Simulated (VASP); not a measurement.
# Energy against moment in linear Ti chain, spacing 2.395 A, part 2 of 2

What does it cost to change the moment of linear Ti chain, spacing 2.395 A?

VASP 6.6.1, plane waves and PAW; the level of theory is named at each step.

So far. Step 3 (Fixed spin moment, fixed moment 0): Energy at zero smearing: -4.06670 eV.

## Step 4: Fixed spin moment, fixed moment 0.18

Level of this step: PBE, spin-polarised, total moment fixed; plane waves and PAW (Ti_sv) (VASP).

INCAR

```
SYSTEM = Ti
PREC = Normal
ENCUT = 350
EDIFF = 1E-06
NELM = 150
ISMEAR = 0
SIGMA = 0.05
LREAL = .FALSE.
ALGO = Normal
GGA = PE
NBANDS = 12
ISPIN = 2
MAGMOM = 0.18
LASPH = .TRUE.
LMAXMIX = 4
LORBIT = 11
LWAVE = .FALSE.
LCHARG = .FALSE.
KPAR = 2
AMIX = 0.2
BMIX = 1E-04
AMIX_MAG = 0.8
BMIX_MAG = 1E-04
NUPDOWN = 0.18
```

POSCAR

```
Ti
1.0
   12.0000000000      0.0000000000      0.0000000000
    0.0000000000     12.0000000000      0.0000000000
    0.0000000000      0.0000000000      2.3950000000
Ti
1
Direct
    0.5000000000      0.5000000000      0.0000000000
```

KPOINTS

```
Automatic mesh
0
Gamma
1 1 25
0 0 0
```

Potentials, in the order of the species: Ti_sv (PBE family, release 64).

Run with:

```
> mpirun -np 2 vasp_std
```

Log:

```text
[... set-up lines as in an earlier step ...]
 entering main loop
       N       E                     dE             d eps       ncg     rms          rms(c)
DAV:   1     0.489956984629E+02    0.48996E+02   -0.55188E+03   832   0.488E+02
DAV:   2     0.542617502355E+01   -0.43570E+02   -0.40568E+02   896   0.164E+02
DAV:   3    -0.348968814105E+01   -0.89159E+01   -0.77998E+01  1160   0.503E+01
DAV:   4    -0.463046830235E+01   -0.11408E+01   -0.10996E+01   800   0.152E+01
DAV:   5    -0.470084357125E+01   -0.70375E-01   -0.69703E-01   960   0.307E+00    0.610E+00
DAV:   6    -0.436983819223E+01    0.33101E+00   -0.12167E-01   684   0.471E+00    0.454E+00
DAV:   7    -0.411354186173E+01    0.25630E+00   -0.75882E-01   656   0.118E+01    0.171E+00
DAV:   8    -0.406872023049E+01    0.44822E-01   -0.10446E-01   696   0.432E+00    0.841E-01
DAV:   9    -0.407890773263E+01   -0.10188E-01   -0.24919E-02   892   0.122E+00    0.618E-01
DAV:  10    -0.407888618128E+01    0.21551E-04   -0.16094E-03   724   0.394E-01    0.535E-01
DAV:  11    -0.407652722825E+01    0.23590E-02   -0.35743E-03   768   0.587E-01    0.182E-01
DAV:  12    -0.407795380309E+01   -0.14266E-02   -0.48235E-04   740   0.185E-01    0.121E-01
DAV:  13    -0.407799145733E+01   -0.37654E-04   -0.42067E-05   916   0.433E-02    0.115E-01
DAV:  14    -0.407811526260E+01   -0.12381E-03   -0.55437E-05   744   0.628E-02    0.123E-01
DAV:  15    -0.407800069563E+01    0.11457E-03   -0.72396E-06   652   0.250E-02    0.126E-01
DAV:  16    -0.407794330322E+01    0.57392E-04   -0.11421E-05   700   0.302E-02    0.126E-01
DAV:  17    -0.407862482485E+01   -0.68152E-03   -0.34962E-04   652   0.164E-01    0.843E-02
DAV:  18    -0.407887812092E+01   -0.25330E-03   -0.19381E-04   768   0.116E-01    0.495E-02
DAV:  19    -0.407859682415E+01    0.28130E-03   -0.71950E-04   660   0.237E-01    0.850E-02
DAV:  20    -0.407894096534E+01   -0.34414E-03   -0.23011E-04   632   0.139E-01    0.352E-02
DAV:  21    -0.407893553222E+01    0.54331E-05   -0.13793E-04   648   0.112E-01    0.287E-02
DAV:  22    -0.407896640624E+01   -0.30874E-04   -0.14570E-05   716   0.344E-02    0.216E-02
DAV:  23    -0.407898294534E+01   -0.16539E-04   -0.47408E-05   636   0.673E-02    0.839E-03
DAV:  24    -0.407898686397E+01   -0.39186E-05   -0.28303E-06   604   0.170E-02    0.430E-03
DAV:  25    -0.407898175480E+01    0.51092E-05   -0.90075E-06   660   0.292E-02    0.952E-03
DAV:  26    -0.407898691290E+01   -0.51581E-05   -0.31065E-06   616   0.181E-02    0.317E-03
DAV:  27    -0.407898727915E+01   -0.36625E-06   -0.41234E-07   428   0.597E-03
   1 F= -.40789873E+01 E0= -.40752485E+01  d E =-.747752E-02  mag=     0.1800
```

It took 32 s on 2 MPI ranks of Intel Xeon Platinum 8375C at 2.90GHz (Ice Lake), shared host; peak memory 0.46 GiB.

From OUTCAR (step 4):

```text
The static configuration has the point symmetry D_4h.

 Found     13 irreducible k-points:

   NELECT =      12.0000    total number of electrons

 E-fermi :  -2.6943

 spin component 1
 k-point     1 :       0.0000    0.0000    0.0000
  band No.  band energies     occupation
    ...
      4     -34.6174      1.00000
      5      -5.3567      1.00000
      6      -3.5375      1.00000
      7      -2.8964      0.98933
      8      -2.8953      0.98843
      9      -1.9008      0.00000
     10      -1.9008      0.00000
     11       0.2376      0.00000
     12       0.6542      0.00000

 k-point     2 :       0.0000    0.0000    0.0400
  band No.  band energies     occupation
    ...
      4     -34.6469      1.00000
      5      -5.2866      1.00000
      6      -3.4882      1.00000
      7      -2.8772      0.96071
      8      -2.8762      0.95809
      9      -1.9008      0.00000
     10      -1.9008      0.00000
     11       0.2786      0.00000
     12       0.5895      0.00000

 k-point     3 :       0.0000    0.0000    0.0800
  band No.  band energies     occupation
    ...
      4     -34.7334      1.00000
      5      -5.0824      1.00000
      6      -3.3393      1.00000
      7      -2.8206      0.56259
      8      -2.8196      0.55169
      9      -1.9123      0.00000
     10      -1.9123      0.00000
     11       0.4017      0.00000
     12       0.4538      0.00000

 k-point     4 :       0.0000    0.0000    0.1200
  band No.  band energies     occupation
    ...
      2     -36.4163      1.00000
      3     -36.4163      1.00000
      4     -34.8701      1.00000
      5      -4.7594      1.00000
      6      -3.0875      1.00000
      7      -2.7292      0.00757
      8      -2.7283      0.00708
      9      -1.9671      0.00000
     10      -1.9671      0.00000
     11       0.3479      0.00000
    ...

  Total       -0.1329082     -0.1329082     -2.0574866      0.0000000      0.0000000      0.0000000
  in kB       -0.6174396     -0.6174396     -9.5582764      0.0000000      0.0000000      0.0000000
  external PRESSURE =      -3.5977185 kB  Pullay stress =       0.0000000 kB

  FREE ENERGIE OF THE ION-ELECTRON SYSTEM (eV)
  ---------------------------------------------------
  free  energy   TOTEN  =        -4.0789872792 eV

  energy  without entropy=       -4.0715097605  energy(sigma->0) =       -4.07524852

 total charge
# of ion       s       p       d       tot
------------------------------------------
    1        2.242   5.965   2.134  10.341

 magnetization (x)
# of ion       s       p       d       tot
------------------------------------------
    1       -0.005  -0.003   0.145   0.136

[... 9 parts as in an earlier step ...]

[... 9 further parts left out ...]
```

This step gave:

| Item | Value |
| --- | --- |
| electronic cycles | 27 |
| free energy (TOTEN) | -4.079 eV |
| energy at zero smearing | -4.075 eV |
| moment of the cell, from the last line of the log | 0.18 μB |

Spin moment in the PAW sphere by atom:

```csv
atom,spin moment in the PAW sphere (μB)
Ti1,0.136
```

Energy at zero smearing: -4.07525 eV.

## Step 5: Fixed spin moment, fixed moment 0.36

INCAR: that of step 4 with these lines changed.

```diff
@@ -12,3 +12,3 @@
 ISPIN = 2
-MAGMOM = 0.18
+MAGMOM = 0.36
 LASPH = .TRUE.
@@ -23,2 +23,2 @@
 BMIX_MAG = 1E-04
-NUPDOWN = 0.18
+NUPDOWN = 0.36
```

POSCAR is that of step 4.

KPOINTS is that of step 4.

Run with:

```
> mpirun -np 2 vasp_std
```

Log:

```text
[... set-up lines as in an earlier step ...]
 entering main loop
       N       E                     dE             d eps       ncg     rms          rms(c)
DAV:   1     0.490224886948E+02    0.49022E+02   -0.55186E+03   832   0.488E+02
DAV:   2     0.543332939396E+01   -0.43589E+02   -0.40545E+02   896   0.164E+02
DAV:   3    -0.346912723688E+01   -0.89025E+01   -0.78168E+01  1160   0.504E+01
DAV:   4    -0.461606865473E+01   -0.11469E+01   -0.11094E+01   796   0.153E+01
[...]
DAV:  23    -0.409239362508E+01    0.48645E-05   -0.43362E-05   664   0.505E-02    0.407E-03
DAV:  24    -0.409240103239E+01   -0.74073E-05   -0.20630E-06   616   0.122E-02    0.192E-03
DAV:  25    -0.409240120180E+01   -0.16941E-06   -0.29670E-06   652   0.140E-02
   1 F= -.40924012E+01 E0= -.40893727E+01  d E =-.605710E-02  mag=     0.3600
```

Run time: 29 s. Hardware: 2 MPI ranks; peak memory 0.46 GiB.

From OUTCAR (step 5):

```text
  Total       -0.1303230     -0.1303230     -2.0343055      0.0000000      0.0000000      0.0000000
  in kB       -0.6054294     -0.6054294     -9.4505860      0.0000000      0.0000000      0.0000000
  external PRESSURE =      -3.5538149 kB  Pullay stress =       0.0000000 kB

  FREE ENERGIE OF THE ION-ELECTRON SYSTEM (eV)
  ---------------------------------------------------
  free  energy   TOTEN  =        -4.0924012018 eV

  energy  without entropy=       -4.0863441008  energy(sigma->0) =       -4.08937265

 magnetization (x)
# of ion       s       p       d       tot
------------------------------------------
    1        0.001  -0.001   0.253   0.253

[... 3 parts as in an earlier step ...]

[... 1 further part left out ...]
[key lines of the parts left out:]
E-fermi :  -2.6571
```

Energy at zero smearing: -4.08937 eV.

## Step 6: Fixed spin moment, fixed moment 0.53

INCAR: that of step 5 with these lines changed.

```diff
@@ -12,3 +12,3 @@
 ISPIN = 2
-MAGMOM = 0.36
+MAGMOM = 0.53
 LASPH = .TRUE.
@@ -23,2 +23,2 @@
 BMIX_MAG = 1E-04
-NUPDOWN = 0.36
+NUPDOWN = 0.53
```

POSCAR is that of step 5.

KPOINTS is that of step 5.

Run with:

```
> mpirun -np 2 vasp_std
```

Log:

```text
[... set-up lines as in an earlier step ...]
 entering main loop
       N       E                     dE             d eps       ncg     rms          rms(c)
DAV:   1     0.490784615393E+02    0.49078E+02   -0.55184E+03   832   0.488E+02
DAV:   2     0.556140581699E+01   -0.43517E+02   -0.40384E+02   884   0.163E+02
DAV:   3    -0.344715104642E+01   -0.90086E+01   -0.79079E+01  1160   0.505E+01
DAV:   4    -0.457364167694E+01   -0.11265E+01   -0.10594E+01   784   0.150E+01
[...]
DAV:  15    -0.410746074777E+01   -0.21078E-05   -0.13360E-05   900   0.323E-02    0.130E-02
DAV:  16    -0.410746489058E+01   -0.41428E-05   -0.64391E-06   744   0.236E-02    0.291E-03
DAV:  17    -0.410746584982E+01   -0.95924E-06   -0.62331E-07   540   0.701E-03
   1 F= -.41074658E+01 E0= -.41048864E+01  d E =-.515880E-02  mag=     0.5300
```

It took 28 s on 2 MPI ranks; peak memory 0.46 GiB; 53 s of CPU time.

From OUTCAR (step 6):

```text
  Total       -0.1359194     -0.1359194     -2.0607366      0.0000000      0.0000000      0.0000000
  in kB       -0.6314282     -0.6314282     -9.5733746      0.0000000      0.0000000      0.0000000
  external PRESSURE =      -3.6120770 kB  Pullay stress =       0.0000000 kB

  FREE ENERGIE OF THE ION-ELECTRON SYSTEM (eV)
  ---------------------------------------------------
  free  energy   TOTEN  =        -4.1074658498 eV

  energy  without entropy=       -4.1023070496  energy(sigma->0) =       -4.10488645

 magnetization (x)
# of ion       s       p       d       tot
------------------------------------------
    1        0.008   0.004   0.351   0.363

[... 3 parts as in an earlier step ...]

[... 1 further part left out ...]
[key lines of the parts left out:]
E-fermi :  -2.7178
```

Spin moment in the PAW sphere by atom:

```csv
atom,spin moment in the PAW sphere (μB)
Ti1,0.363
```

Energy at zero smearing: -4.10489 eV.

## Step 7: Fixed spin moment, fixed moment 0.71

INCAR: that of step 6 with these lines changed.

```diff
@@ -12,3 +12,3 @@
 ISPIN = 2
-MAGMOM = 0.53
+MAGMOM = 0.71
 LASPH = .TRUE.
@@ -23,2 +23,2 @@
 BMIX_MAG = 1E-04
-NUPDOWN = 0.53
+NUPDOWN = 0.71
```

POSCAR is that of step 6.

KPOINTS is that of step 6.

Run with:

```
> mpirun -np 2 vasp_std
```

Log:

```text
[... set-up lines as in an earlier step ...]
 entering main loop
       N       E                     dE             d eps       ncg     rms          rms(c)
DAV:   1     0.491625048047E+02    0.49163E+02   -0.55182E+03   832   0.488E+02
DAV:   2     0.557583633784E+01   -0.43587E+02   -0.40479E+02   884   0.163E+02
DAV:   3    -0.343509274350E+01   -0.90109E+01   -0.79267E+01  1160   0.506E+01
DAV:   4    -0.452425426904E+01   -0.10892E+01   -0.10035E+01   776   0.148E+01
[...]
DAV:  14    -0.411949174973E+01   -0.60305E-05   -0.11825E-05   912   0.282E-02    0.129E-02
DAV:  15    -0.411949480009E+01   -0.30504E-05   -0.36736E-06   760   0.201E-02    0.424E-03
DAV:  16    -0.411949519878E+01   -0.39868E-06   -0.50959E-07   464   0.567E-03
   1 F= -.41194952E+01 E0= -.41170425E+01  d E =-.490542E-02  mag=     0.7100
```

The job ended after 26 s (2 MPI ranks; peak memory 0.45 GiB; 49 s of CPU time).

Parts of OUTCAR (step 7):

```text
  Total       -0.1357430     -0.1357430     -1.8494566      0.0000000     -0.0000000     -0.0000000
  in kB       -0.6306087     -0.6306087     -8.5918504      0.0000000     -0.0000000     -0.0000000
  external PRESSURE =      -3.2843559 kB  Pullay stress =       0.0000000 kB

  FREE ENERGIE OF THE ION-ELECTRON SYSTEM (eV)
  ---------------------------------------------------
  free  energy   TOTEN  =        -4.1194951988 eV

  energy  without entropy=       -4.1145897808  energy(sigma->0) =       -4.11704249

 magnetization (x)
# of ion       s       p       d       tot
------------------------------------------
    1        0.013   0.008   0.454   0.475

[... 3 parts as in an earlier step ...]

[... 1 further part left out ...]
[key lines of the parts left out:]
E-fermi :  -2.7548
```

Spin moment in the PAW sphere by atom:

```csv
atom,spin moment in the PAW sphere (μB)
Ti1,0.475
```

Energy at zero smearing: -4.11704 eV.

## Step 8: Fixed spin moment, fixed moment 0.89

INCAR: that of step 7 with these lines changed.

```diff
@@ -12,3 +12,3 @@
 ISPIN = 2
-MAGMOM = 0.71
+MAGMOM = 0.89
 LASPH = .TRUE.
@@ -23,2 +23,2 @@
 BMIX_MAG = 1E-04
-NUPDOWN = 0.71
+NUPDOWN = 0.89
```

POSCAR is that of step 7.

KPOINTS is that of step 7.

Run with:

```
> mpirun -np 2 vasp_std
```

Log:

```text
[... set-up lines as in an earlier step ...]
 entering main loop
       N       E                     dE             d eps       ncg     rms          rms(c)
DAV:   1     0.492746202430E+02    0.49275E+02   -0.55180E+03   832   0.488E+02
DAV:   2     0.559912858774E+01   -0.43675E+02   -0.40461E+02   884   0.163E+02
DAV:   3    -0.342233265268E+01   -0.90215E+01   -0.79401E+01  1156   0.508E+01
DAV:   4    -0.446258080270E+01   -0.10402E+01   -0.97586E+00   764   0.148E+01
[...]
DAV:  15    -0.412481294880E+01   -0.14530E-04   -0.14473E-05   908   0.320E-02    0.554E-03
DAV:  16    -0.412481398749E+01   -0.10387E-05   -0.10145E-06   668   0.648E-03    0.277E-03
DAV:  17    -0.412481424808E+01   -0.26059E-06   -0.18641E-07   384   0.370E-03
   1 F= -.41248142E+01 E0= -.41230937E+01  d E =-.344110E-02  mag=     0.8900
```

The job ended after 23 s (2 MPI ranks; peak memory 0.46 GiB; 44 s of CPU time).

Parts of OUTCAR (step 8):

```text
  Total       -0.1365842     -0.1365842     -1.5963320      0.0000000      0.0000000      0.0000000
  in kB       -0.6345164     -0.6345164     -7.4159327      0.0000000      0.0000000      0.0000000
  external PRESSURE =      -2.8949885 kB  Pullay stress =       0.0000000 kB

  FREE ENERGIE OF THE ION-ELECTRON SYSTEM (eV)
  ---------------------------------------------------
  free  energy   TOTEN  =        -4.1248142481 eV

  energy  without entropy=       -4.1213731452  energy(sigma->0) =       -4.12309370

 magnetization (x)
# of ion       s       p       d       tot
------------------------------------------
    1        0.016   0.010   0.569   0.596

[... 3 parts as in an earlier step ...]

[... 1 further part left out ...]
[key lines of the parts left out:]
E-fermi :  -2.8978
```

Spin moment in the PAW sphere by atom:

```csv
atom,spin moment in the PAW sphere (μB)
Ti1,0.596
```

Energy at zero smearing: -4.12309 eV.

## Step 9: Fixed spin moment, fixed moment 1.07

INCAR: that of step 8 with these lines changed.

```diff
@@ -12,3 +12,3 @@
 ISPIN = 2
-MAGMOM = 0.89
+MAGMOM = 1.07
 LASPH = .TRUE.
@@ -23,2 +23,2 @@
 BMIX_MAG = 1E-04
-NUPDOWN = 0.89
+NUPDOWN = 1.07
```

POSCAR is that of step 8.

KPOINTS is that of step 8.

Run with:

```
> mpirun -np 2 vasp_std
```

Log:

```text
[... set-up lines as in an earlier step ...]
 entering main loop
       N       E                     dE             d eps       ncg     rms          rms(c)
DAV:   1     0.494159079706E+02    0.49416E+02   -0.55177E+03   832   0.488E+02
DAV:   2     0.562869256473E+01   -0.43787E+02   -0.40621E+02   880   0.163E+02
DAV:   3    -0.338231760552E+01   -0.90110E+01   -0.79636E+01  1156   0.509E+01
DAV:   4    -0.440437300362E+01   -0.10221E+01   -0.96492E+00   776   0.147E+01
[...]
DAV:  16    -0.411980958751E+01   -0.12014E-04   -0.11969E-05   672   0.295E-02    0.155E-02
DAV:  17    -0.411982173802E+01   -0.12151E-04   -0.57594E-06   728   0.211E-02    0.694E-03
DAV:  18    -0.411982260685E+01   -0.86882E-06   -0.75670E-07   568   0.861E-03
   1 F= -.41198226E+01 E0= -.41169844E+01  d E =-.567649E-02  mag=     1.0700
```

Wall time 22 s (2 MPI ranks); peak memory 0.46 GiB.

From OUTCAR (step 9):

```text
  Total       -0.1309343     -0.1309343     -1.3594172      0.0000000      0.0000000      0.0000000
  in kB       -0.6082696     -0.6082696     -6.3153195      0.0000000      0.0000000      0.0000000
  external PRESSURE =      -2.5106196 kB  Pullay stress =       0.0000000 kB

  FREE ENERGIE OF THE ION-ELECTRON SYSTEM (eV)
  ---------------------------------------------------
  free  energy   TOTEN  =        -4.1198226068 eV

  energy  without entropy=       -4.1141461217  energy(sigma->0) =       -4.11698436

 magnetization (x)
# of ion       s       p       d       tot
------------------------------------------
    1        0.017   0.015   0.687   0.719

[... 3 parts as in an earlier step ...]

[... 1 further part left out ...]
[key lines of the parts left out:]
E-fermi :  -2.9379
```

Spin moment in the PAW sphere by atom:

```csv
atom,spin moment in the PAW sphere (μB)
Ti1,0.719
```

Energy at zero smearing: -4.11698 eV.

## Step 10: Fixed spin moment, fixed moment 1.24

INCAR: that of step 9 with these lines changed.

```diff
@@ -12,3 +12,3 @@
 ISPIN = 2
-MAGMOM = 1.07
+MAGMOM = 1.24
 LASPH = .TRUE.
@@ -23,2 +23,2 @@
 BMIX_MAG = 1E-04
-NUPDOWN = 1.07
+NUPDOWN = 1.24
```

POSCAR is that of step 9.

KPOINTS is that of step 9.

Run with:

```
> mpirun -np 2 vasp_std
```

Log:

```text
[... set-up lines as in an earlier step ...]
 entering main loop
       N       E                     dE             d eps       ncg     rms          rms(c)
DAV:   1     0.495644477847E+02    0.49564E+02   -0.55174E+03   832   0.488E+02
DAV:   2     0.569680121686E+01   -0.43868E+02   -0.40783E+02   876   0.164E+02
DAV:   3    -0.332902894956E+01   -0.90258E+01   -0.79956E+01  1156   0.510E+01
DAV:   4    -0.434321850598E+01   -0.10142E+01   -0.95880E+00   792   0.147E+01
[...]
DAV:  15    -0.411738887442E+01   -0.37401E-05   -0.64130E-06   760   0.201E-02    0.746E-03
DAV:  16    -0.411738996834E+01   -0.10939E-05   -0.12164E-06   712   0.905E-03    0.246E-03
DAV:  17    -0.411738989037E+01    0.77964E-07   -0.12741E-07   432   0.342E-03
   1 F= -.41173899E+01 E0= -.41155930E+01  d E =-.359378E-02  mag=     1.2400
```

Run time: 31 s. Hardware: 2 MPI ranks; peak memory 0.46 GiB; 59 s of CPU time.

From OUTCAR (step 10):

```text
  Total       -0.1373436     -0.1373436     -1.2080833      0.0000000     -0.0000000     -0.0000000
  in kB       -0.6380445     -0.6380445     -5.6122814      0.0000000     -0.0000000     -0.0000000
  external PRESSURE =      -2.2961235 kB  Pullay stress =       0.0000000 kB

  FREE ENERGIE OF THE ION-ELECTRON SYSTEM (eV)
  ---------------------------------------------------
  free  energy   TOTEN  =        -4.1173898904 eV

  energy  without entropy=       -4.1137961089  energy(sigma->0) =       -4.11559300

 magnetization (x)
# of ion       s       p       d       tot
------------------------------------------
    1        0.018   0.020   0.794   0.833

[... 3 parts as in an earlier step ...]

[... 1 further part left out ...]
[key lines of the parts left out:]
E-fermi :  -2.9286
```

Energy at zero smearing: -4.11559 eV.

## Step 11: Summary

This step: fixed spin moments, PBE; plane waves and PAW (VASP 6.6.1).

No new run; the numbers come from the runs before.

Numbers from this step:

| Item | Value |
| --- | --- |
| free moment | 0.8291 μB |
| magnetic energy | 56.93 meV/magnetic atom |

Table of energy above the free run by moment of the cell:

```csv
moment of the cell (μB),energy above the free run (meV/magnetic atom)
0.000,56.9
0.180,48.4
0.360,34.3
0.530,18.7
0.710,6.59
0.890,0.534
1.070,6.64
1.240,8.03
```

## Step 12: Outcome

```yaml
free_moment: 0.829 μB
```

**Reading.** Left free, the cell holds 0.83 μB. Forcing 1.24 μB costs 8 meV for each atom counted as magnetic, from the free run. The free state lies below the one held at no total moment, by the amount in the table.

[Lines on the potential files, build, host, timing and source positions are cut from VASP's logs without a mark.]

[Logs are printed without paths, hosts, clocks, repeated set-up lines and the standing remarks that a program may print on its own settings, such as how far it seeks lower states.]

[Hosts, paths, dates, database ids (printed as entryN), source tags and the programs' standing remarks are cut or masked in the printed files.]

[In band tables of VASP the shares of atoms and orbitals are scaled to a sum of 1 inside the atoms' spheres.]

[Runs that stopped without an error message from VASP are left out.]
